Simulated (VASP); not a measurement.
Data:

```
CELL_PARAMETERS angstrom
      0.00000     2.69865     2.69865
      2.69865     0.00000     2.69865
      2.69865     2.69865     0.00000
ATOMIC_POSITIONS crystal
  Ce 0.00000 0.00000 0.00000
  O  0.25000 0.25000 0.25000
  O  0.75000 0.75000 0.75000
```

All values below come from PBEsol GGA, VASP's PBE PAW potentials (set 64) (plane waves; VASP). Numerical set-up: 600 eV cut-off, 8×8×8 Γ-centred mesh, Gaussian smearing of 0.050 eV, potentials Ce O.

Energy and stress use the plane-wave basis of the starting cell.

Problem. The ions, cell shape and volume at an external pressure of 30.0 GPa are relaxed. What does this cell relax into?

Solution. 
```
CELL_PARAMETERS angstrom
      0.00000     2.59300     2.59300
      2.59300     0.00000     2.59300
      2.59300     2.59300     0.00000
ATOMIC_POSITIONS crystal
  Ce 0.00000 0.00000 0.00000
  O  0.25000 0.25000 0.25000
  O  0.75000 0.75000 0.75000
```
Space group Fm-3m (225), at a tolerance of 0.03 Å.

Problem. How do energy and volume change from the first to the last step?

Solution. The energy (σ→0) changes by +124.4 meV/atom and the volume by -11.3 %, in 5 ionic steps.

The compound is CeO2 in the fluorite structure. This run relaxes it under an external pressure of 30 GPa. Symmetry was kept, so distortions that lower it aren't found. The run is not spin-polarised, so no magnetic state was tried.
